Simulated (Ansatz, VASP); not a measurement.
## Al6W in VASP and in Ansatz

```xyz
7
Lattice="5.6222 0.0000 0.0000 0.0000 5.6222 0.0000 0.0000 0.0000 3.7551" Properties=species:S:1:pos:R:3 pbc="T T T"
Al    4.2598    4.2598    0.0000
Al    1.3624    1.3624    0.0000
Al    1.3624    4.2598    0.0000
Al    4.2598    1.3624    0.0000
Al    2.8111    0.0000    1.8776
Al    0.0000    2.8111    1.8776
W     2.8111    2.8111    1.8776
```

Alike in both runs: functional PBE; k mesh 6 × 6 × 8; occupations gaussian, width 0.1 eV; no spin polarisation.

Ansatz relaxed the structure, and its values are those at the end. VASP's run is a single point on that final structure, the one shown.

|  | VASP | Ansatz |
| --- | --- | --- |
| version | VASP 6.6.1 | Ansatz 0.2.0 |
| potentials or method | VASP PAW PBE potentials, release 64 (Al, W_sv) | scalar-relativistic, plane waves, PAW |
| plane-wave cutoff (eV) | 520 | 420 |
| valence electrons in the cell | 32 | 32 |

```tsv
	VASP	Ansatz	Ansatz less VASP
gap on the k mesh at the Fermi level (eV)	none	none	-
pressure (GPa)	0.0	0.0	+0.01
```

A gap of «none» marks a metal or a gap that the smearing closes.

Spin-orbit coupling is left out, which matters for the levels of W.
